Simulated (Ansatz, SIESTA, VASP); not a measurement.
Code comparison for Tl2Rh3S2 (R-3m, 7 atoms in the cell)

Self-consistent single point.

```
CELL_PARAMETERS angstrom
      2.84789     1.64423     4.69821
     -2.84789     1.64423     4.69821
      0.00000    -3.28845     4.69821
ATOMIC_POSITIONS crystal
  Tl 0.00000 0.00000 0.00000
  Tl 0.50000 0.50000 0.50000
  Rh 0.50000 0.00000 0.00000
  Rh 0.00000 0.50000 0.00000
  Rh 0.00000 0.00000 0.50000
  S  0.71972 0.71972 0.71972
  S  0.28028 0.28028 0.28028
```

Shared settings, as Ansatz (a first-principles code) writes them: kpoints.mp_grid.grid = 5 5 5; magnetization.spin_orbit = true; scf.occupations.method = fermi_dirac; scf.occupations.width = 0.1 eV. Potentials and cutoffs stand in the table.

```csv
code,model,pressure (GPa),largest force (eV/Å),cutoff
VASP,"PBEsol, spin-orbit coupling, VASP's PBE PAW potentials (set 64)",-4.04,0.228,300 eV
SIESTA,"GGA PBEsol with spin-orbit coupling, numerical atomic orbitals DZP, PseudoDojo PBEsol fully relativistic norm-conserving potentials (rewritten from UPF to PSML)",–,0.364,grid 350 Ry
Ansatz,"PBEsol with spin-orbit coupling, PAW files made with PBE",-3.76,0.203,420 eV
```

A dash marks a value that a program does not give, or that is left out as unsure.

The spread over the programs that give each value: pressure within 0.28 GPa; largest force within 0.161 eV/Å.

SIESTA uses small atom-centred bases, whose incompleteness enters pressures, forces and empty levels differently from a plane-wave cutoff. Ansatz's pressure is given at a fixed set of plane waves, as the other plane-wave codes print theirs; with its correction for the finite basis it is -3.67 GPa. In the force vectors, SIESTA (by 0.579) lies more than 0.08 eV/Å from the median of the plane-wave programs.

VASP's run is marked for a possible Pulay error in its stress at this cutoff; no cutoff test was made.

The starting cell comes from a database of computed structures (which also holds hypothetical and non-ambient phases and stackings), without a prior relaxation at this level.

Left out of this page: Elk (with a known weakness of the program).

Keys are those of Ansatz 0.2.
